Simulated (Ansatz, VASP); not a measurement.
# SnO2 (SnO2 (P4_2/mnm)) in two plane-wave programs, part 2 of 2

Wanted: the spread between two codes on one cell, functional and k mesh. The cell is taken from a series of runs on this material, whose earlier steps may have relaxed, scaled, displaced or heated it; both programs get it as it stands.

VASP 6.6.1 and Ansatz 0.2.0.

So far. Step 2 (VASP: single point, PBE0 form with 40 % exact exchange …): The run ends at a pressure of -7.79 GPa, with forces up to 0.075 eV/Å.

**3. Ansatz: single point, PBE0 form with 40 % exact exchange with an exact-exchange share of 0.4**

Level of this step: Ansatz beside VASP: Kohn-Sham DFT, plane waves, PBE0 form with 40 % exact exchange (Ansatz).

Ansatz runs on its PAW soft_1 files.

The same cell, functional and mesh now go to Ansatz.

input.yaml

```yaml
crystal:
  lattice:
    - [0.0, 4.76781182, 3.21190266]
    - [4.76781182, 0.0, 3.21190266]
    - [4.76781182, 4.76781182, 0.0]
  atoms:
    - { symbol: Sn, position: [0.25, 0.25, 0.25] }
    - { symbol: Sn, position: [0.75, 0.75, 0.75] }
    - { symbol: Sn, position: [-4.981764240348e-21, 6.38825426518e-21, -2.598248096671e-21] }
    - { symbol: Sn, position: [0.5, 0.5, 0.5] }
    - { symbol: O, position: [0.05642394472164, 0.4435760552784, 0.75] }
    - { symbol: O, position: [0.5564239447216, 0.9435760552784, 0.25] }
    - { symbol: O, position: [0.4435760552784, 0.05642394472164, 0.75] }
    - { symbol: O, position: [0.9435760552784, 0.5564239447216, 0.25] }
    - { symbol: O, position: [2.640834136816e-05, 2.640834136816e-05, 0.3063779377562] }
    - { symbol: O, position: [0.5000264083414, 0.5000264083414, 0.8063779377562] }
    - { symbol: O, position: [-2.640834136816e-05, -2.640834136816e-05, 0.6936220622438] }
    - { symbol: O, position: [0.4999735916586, 0.4999735916586, 0.1936220622438] }
basis:
  ecutwfc: 420.0
  ecutrho_ratio: 4
  xc_grid: 2
  fft_grid_basis: typed
  precision: f64
kpoints:
  mp_grid: { grid: [2, 2, 2] }
  band_path: { path: [VBM, CBM], npoints: 1 }
hamiltonian:
  xc: { preset: pbe0, exx: 0.4 }
  pseudopotentials:
    kind: paw
    azcp: { folder: soft_1, O: "soft_1/O.paw.azcp", Sn: "soft_1/Sn.paw.azcp" }
scf:
  max_iter: 60
  occupations: { method: fixed }
output:
  forces: true
checkpoint:
  write: "../host.a40.run"
  compress: false
  write_wavefunctions: true
  write_every: 100000
```

On the command line:

```console
> ansatz run input.yaml --threads 32 --pin off --max-ram 84787MiB --backend cuda --events-out ev --progress --plain --runs-dir out --max-vram 78GiB
```

Numbers of over 12 decimals in the logs are rounded to 6 here.

The program printed:

```text
Engine: ansatz 0.2.0, aarch64-unknown-linux-gnu
Pseudopotentials: kind: paw
Pseudopotential: Sn, paw, valence charge 14, recommended cutoff 420 eV (normal), soft_1/Sn.paw.azcp
Pseudopotential: O, paw, valence charge 6, recommended cutoff 420 eV (normal), soft_1/O.paw.azcp
Functional definition: unnamed
  parameter a_1 = 0.4
  exchange = (1 - a_1)*pbe_x + a_1*exact_x
  correlation = pbe_c
davidson cushion auto → on  (no smearing: the cushion is to keep the highest requested band from converging to the state above it; pin scf.eigensolver.cushion to override)
[...]
Crystal: 12 atoms, lattice volume = 146.026 Å³
Basis set: ecut = 420 eV, 2883 PW (Γ), exchange–correlation on 80×80×96 points (8 copies of the dense FFT grid, shifted against one another)
Bands: 64, of which v1, the nominal top of the filled ones, is band 52 counted from 1 (51 counted from 0)
Symmetry: 8 space group operations
Space group: C2/m (ITA 12), of the structure as read, at distance tolerance 5.3e-5 Å
k-points: 6 of 8
Non-local potential: Sn, projectors of the file, l = 0: 2, l = 1: 2, l = 2: 2, l = 3: 1
Non-local potential: O, projectors of the file, l = 0: 2, l = 1: 2, l = 2: 1
PAW form: soft (Blöchl's): semilocal exchange-correlation on the pseudo side does not see the compensation charge
PAW frozen core: Sn, regenerated for the run's functional, and the local potential with it (the file was generated under x = pbe(κ = 0.804, μ = 0.219515), c = pbe(β = 0.066725))
PAW frozen core: O, regenerated for the run's functional, and the local potential with it (the file was generated under x = pbe(κ = 0.804, μ = 0.219515), c = pbe(β = 0.066725))
PAW one-centre angular grid: Sn, 590 points (default); XC on 64 Gauss nodes
PAW one-centre angular grid: O, 110 points (default); XC on 64 Gauss nodes
Initial density: superposition of atomic densities (chi_scale 0.1, normalization cell, long waves kept (reshape's long-wave potential 0.00 eV rms))
Initial wavefunctions: pseudopotential atomic-orbital guess
[...]
Functional: x = pbe(κ = 0.804, μ = 0.219515), c = pbe(β = 0.066725), warm-up for x = 0.6 pbe(κ = 0.804, μ = 0.219515) + 0.4 exact, c = pbe(β = 0.066725)
SCF iter   1: F=—  HF=-28637.583831 eV  |Δ(HF+E_count)|=         —  Δρ=8.00e-2  dr2=7.29e0  Hψ=1169
preconditioner: auto → none  [insulator: Δε(μ)=1.484 eV  Ē_g=20.031 eV  n_scr=42 (ndim 8)  ℏωp=31.3 eV  f_vac=0.000]
SCF iter   2: F=—  HF=-28636.238878 eV  |Δ(HF+E_count)|=    1.34e0  Δρ=4.23e-2  dr2=1.11e0  Hψ=1039
[...]
SCF iter   6: F=-28636.123013 eV  HF=-28636.123051 eV  |Δ(HF+E_count)|=   5.04e-4  Δρ=2.53e-4  dr2=5.94e-5  Hψ=981
SCF 1 stopped early in 6 iterations: F = -28636.123013 eV  dr2 = 5.94e-5
  greatest PAW one-centre occupation: 0.996 electrons in one spin orbital (limit 2), on the Sn atom at site 3 (counted from 0), in its partial waves of l = 2
[...]
Exchange kernel: α = 0.4000, full range, Wigner–Seitz truncation, v(0) = 3845.8640 eV·Å³, q-mesh 2×2×2, nearest image of the exchange supercell L = 11.50 Å, pair-density grid 24×24×24, without the augmentation charges, whose exchange is taken in its separable form by FFT convolution over the k-point mesh (sized by the pseudopotential files, 32×32×32 at the most), smooth part of the exact exchange by density-matrix co
Frozen-core exchange: fock
SCF iter   1: F=—  HF=-28657.144899 eV  |Δ(HF+E_count)|=         —  Δρ=1.33e-2  dr2=1.76e-1  Hψ=2231
preconditioner: auto → none  [insulator: Δε(μ)=5.035 eV  Ē_g=25.153 eV  n_scr=42 (ndim 8)  ℏωp=31.3 eV  f_vac=0.030]
SCF iter   2: F=—  HF=-28657.073307 eV  |Δ(HF+E_count)|=   7.16e-2  Δρ=3.55e-3  dr2=5.49e-2  Hψ=1620
[...]
SCF iter   6: F=-28657.280132 eV  HF=-28657.280135 eV  |Δ(HF+E_count)|=   1.93e-4  Δρ=5.61e-5  dr2=9.25e-5  Hψ=1385
SCF 2 stopped early in 6 iterations: F = -28657.280132 eV  dr2 = 9.25e-5
  Residual-converged pass: ⟨swp⟩=4.0  Hψ=1076  notcnv=0  max |occ|·‖R‖ = 6.4e-6 eV (tolerance 6.7e-6 eV)  dr2=9.24e-5  dr2_onsite=6.50e-7  max |Δocc| = 0.0e0
hybrid outer 1: dexx = +2.553e-1 eV, tail = 1.49e-3 eV
[...]
Exchange kernel: α = 0.4000, full range, Wigner–Seitz truncation, v(0) = 3845.8640 eV·Å³, q-mesh 2×2×2, nearest image of the exchange supercell L = 11.50 Å, pair-density grid 24×24×24, without the augmentation charges, whose exchange is taken in its separable form by FFT convolution over the k-point mesh (sized by the pseudopotential files, 32×32×32 at the most), smooth part of the exact exchange by density-matrix co
Frozen-core exchange: fock
SCF iter   1: F=—  HF=-28657.274324 eV  |Δ(HF+E_count)|=         —  Δρ=1.11e-4  dr2=1.59e-5  Hψ=914
[...]
SCF iter   2: F=—  HF=-28657.274370 eV  |Δ(HF+E_count)|=   4.58e-5  Δρ=6.78e-5  dr2=5.04e-6  Hψ=1618
SCF iter   3: F=—  HF=-28657.274368 eV  |Δ(HF+E_count)|=   1.09e-6  Δρ=2.29e-5  dr2=7.83e-7  Hψ=991
SCF iter   4: F=—  HF=-28657.274371 eV  |Δ(HF+E_count)|=   2.56e-6  Δρ=9.94e-6  dr2=1.06e-7  Hψ=1369
SCF iter   5: F=—  HF=-28657.274371 eV  |Δ(HF+E_count)|=   1.94e-8  Δρ=2.86e-6  dr2=2.70e-8  Hψ=975
SCF iter   6: F=—  HF=-28657.274371 eV  |Δ(HF+E_count)|=   1.27e-7  Δρ=3.94e-6  dr2=2.07e-8  Hψ=1498
SCF iter   7: F=—  HF=-28657.274371 eV  |Δ(HF+E_count)|=   6.40e-9  Δρ=1.03e-6  dr2=3.20e-9  Hψ=1064
SCF iter   8: F=-28657.274371 eV  HF=-28657.274371 eV  |Δ(HF+E_count)|=   8.22e-9  Δρ=1.17e-6  dr2=1.66e-9  Hψ=1335
SCF 3 converged in 8 iterations: F = -28657.274371 eV  dr2 = 1.66e-9
  Residual-converged pass: ⟨swp⟩=2.3  Hψ=761  notcnv=0  max |occ|·‖R‖ = 7.1e-7 eV (tolerance 7.2e-7 eV)  dr2=1.66e-9  dr2_onsite=8.03e-11  max |Δocc| = 0.0e0
hybrid outer 2: dexx = +3.035e-5 eV, tail = 9.11e-7 eV, Δε = 1.19e-2 eV (about 4.50e-4 eV left of the loop's levels), ΔF = 1.58e-3 eV/Å (tail 8.19e-4)
[...]
NSCF: frozen V_eff on 68 k-points
[...]
NSCF: frozen V_eff on 68 k-points
[...]
NSCF: frozen V_eff on 35 k-points
[...]
NSCF: frozen V_eff on 6 k-points
[...]
NSCF: frozen V_eff on 6 k-points
[...]
NSCF: frozen V_eff on 6 k-points
[...]
NSCF: frozen V_eff on 6 k-points
[...]
NSCF: frozen V_eff on 6 k-points
[...]
NSCF: frozen V_eff on 2 k-points
hybrid SCF converged: 2 outer / 14 inner (+6 warm-up), last move |dexx| = 3.03e-5 eV, tail = 9.11e-7 eV
Stability not checked: this state was not tested for a lower state beside it, because the functional holds exact exchange (a hybrid, or Hartree-Fock), whose exchange loop this test does not read (fock_operator; see scf.lower_state_search)
Free energy (F): -28657.274367 eV
Frozen-core exchange: fock
Harris-Foulkes:  -28657.274367 eV  (|F-HF|=1.34e-9)
Internal energy: -28657.274367 eV  (E = F + TS)
E sigma→0 (E₀):  -28657.274367 eV
Fermi energy:    6.456226 eV
--- Per-component energies (eV) ---
  E_band       = -661.459276
  E_kinetic    = 2044.579335
  E_local      = -6383.637372  (includes V_loc(G=0)·N_el)
  E_nonlocal   = 972.776744
  E_hartree    = 2918.564898
  E_xc         = -678.709071
  E_vxc        = -665.850903  (∫ρ·V_xc dr)
  E_exx        = -557.081200  (= α·E_x^exact, valence–valence)
  E_paw        = -18662.872759  (= ΣΔE_a)
  E_vpaw       = -1352.296188  (= ΣTr[D̂ρ^β])
  E_aug_tail   = 0.007791  (compensation charges beyond the density's cutoff)
  E_ewald      = -8312.303102
  E_core_change = 1.400369  (= ΣΔE_core)
  E_smearing   = -0.000000  (= −TS)
  E_closure    = -0.000000  (closes the sum)
  Σ components = -28657.274367   (vs F -28657.274367, Δ=3.64e-12)
--- Forces (eV/Å), atoms counted from 1 ---
  atom   1  Sn    -0.00000000     0.00000000     0.00000000
  atom   2  Sn    -0.00000000    -0.00000000     0.00000000
  atom   3  Sn     0.00000000     0.00000000     0.00000000
  atom   4  Sn    -0.00000000    -0.00000000     0.00000000
  atom   5  O     -0.07006513     0.07006513    -0.00000000
  atom   6  O     -0.07006513     0.07006513    -0.00000000
  [... 6 more lines of this table ...]
  max |Σ_I F_I| component: 0.00e0 eV/Å
--- Band table (eV; the first three rows and the last of 6) ---
  k-point 0: bands = ["-16.8731", "-16.5999", "-16.5996", "-16.0784", "-16.0782", "-15.9441", "-15.6796", "-15.6790", "-15.6018", "-15.5795", "-15.4791", "-15.4498", "-15.4491", "-15.4073", "-15.4067"
  k-point 1: bands = ["-16.5632", "-16.5632", "-16.2847", "-16.2847", "-16.2086", "-16.2086", "-15.7955", "-15.7955", "-15.5057", "-15.5057", "-15.4875", "-15.4875", "-15.4388", "-15.4388", "-15.4100"
  k-point 2: bands = ["-16.5630", "-16.5630", "-16.2847", "-16.2847", "-16.2090", "-16.2090", "-15.7953", "-15.7953", "-15.5052", "-15.5052", "-15.4881", "-15.4881", "-15.4388", "-15.4388", "-15.4095"
  k-point 5: bands = ["-16.5630", "-16.5630", "-16.2851", "-16.2851", "-16.2086", "-16.2086", "-15.7952", "-15.7952", "-15.5057", "-15.5057", "-15.4875", "-15.4875", "-15.4388", "-15.4388", "-15.4099"
  guard bands above this table: 6 of the run's 64 bands. The solve was not asked for them (output.publish_guard_bands: true or output.eigenvalues: true publishes all)
```

**4. Side by side**

Known differences besides the potentials themselves: exact exchange at q = 0 is treated differently, which shows on coarse meshes; VASP keeps PBE cores, Ansatz makes them for the functional; fixed occupations in Ansatz, narrow Gaussian smearing in VASP; the cutoff is 420 eV in Ansatz and 520 eV in VASP; VASP takes a coarser grid for exact exchange (PRECFOCK = Fast). Total energies have different zeros and are not compared.

Compared:

```
              quantity  Ansatz   VASP  difference
gap on the k mesh (eV)   5.114  5.185      -0.071
```

Forces on 7 of the 12 atoms, those with the largest forces and the largest differences (eV/Å; atoms numbered as in POSCAR):

| atom | Ansatz x, y, z | VASP x, y, z |
| --- | --- | --- |
| O6 | -0.070, 0.070, 0.000 | -0.051, 0.051, 0.000 |
| O7 | 0.070, -0.070, 0.000 | 0.051, -0.051, 0.000 |
| O8 | 0.070, -0.070, 0.000 | 0.051, -0.051, 0.000 |
| O9 | 0.073, 0.073, -0.002 | 0.053, 0.053, -0.002 |
| O10 | 0.073, 0.073, -0.002 | 0.053, 0.053, -0.002 |
| O11 | -0.073, -0.073, 0.002 | -0.053, -0.053, 0.002 |
| O12 | -0.073, -0.073, 0.002 | -0.053, -0.053, 0.002 |

The forces differ by 13 meV/Å r.m.s., which is 37.8 % of the r.m.s. force of 0.035 eV/Å (both taken over all components). A gap on the mesh is an upper bound, since the band edges may lie between its points.

**5. Results**

```yaml
r_m_s_force_difference_single_point_pbe0_form_with_40_exact_exchange_with_an_exact_exchange_share_of_0p4: 13 meV/Å
difference_in_gap_on_the_k_mesh_single_point_pbe0_form_with_40_exact_exchange_with_an_exact_exchange_share_of_0p4: -0.071 eV
```

The r.m.s. force difference is 13 meV/Å (single point, PBE0 form with 40 % exact exchange with an exact-exchange share of 0.4), beyond the 12 meV/Å picked in this series as the mark of a large difference. What causes the difference of the single point, PBE0 form with 40 % exact exchange with an exact-exchange share of 0.4 pair stays open here. How closely two codes agree says nothing of how well the functional describes the real material.

[Lines on the potential files, build, host, timing and source positions are cut from VASP's logs without a mark.]

[Logs are printed without paths, hosts, clocks, repeated set-up lines and the standing remarks that a program may print on its own settings, such as how far it seeks lower states.]

[Hosts, paths, dates, database ids (printed as entryN), source tags and the programs' standing remarks are cut or masked in the printed files.]
